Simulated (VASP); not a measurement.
Given:

```yaml
crystal:
  lattice:
    - [1.60140, -2.77371, 0.00000]
    - [1.60140, 2.77371, 0.00000]
    - [0.00000, 0.00000, 3.54960]
  atoms:
    - { symbol: Hf, position: [0.00000, 0.00000, 0.00000] }
    - { symbol: B, position: [0.33333, 0.66667, 0.50000] }
    - { symbol: B, position: [0.66667, 0.33333, 0.50000] }
```

All values below come from PBE GGA, VASP's PBE PAW potentials (set 64) (plane waves; VASP). Settings: 520 eV cut-off, KSPACING 0.3 per Å, first-order Methfessel-Paxton smearing of 0.10 eV, potentials Hf_pv B.

Q: Give the stress tensor in GPa (positive for a compressed cell).

A: 
```
-13.42    0.00    0.00
  0.00  -13.42    0.00
  0.00    0.00  -11.05
```
The pressure is its mean diagonal, -12.63 GPa.

The compound is HfB2 in the AlB2 type structure. The cell was not relaxed at this level. The run is one of a series of settings (KGAMMA = .FALSE., KSPACING = 0.3, KPOINTS file removed against the base run), some of them coarse on purpose.
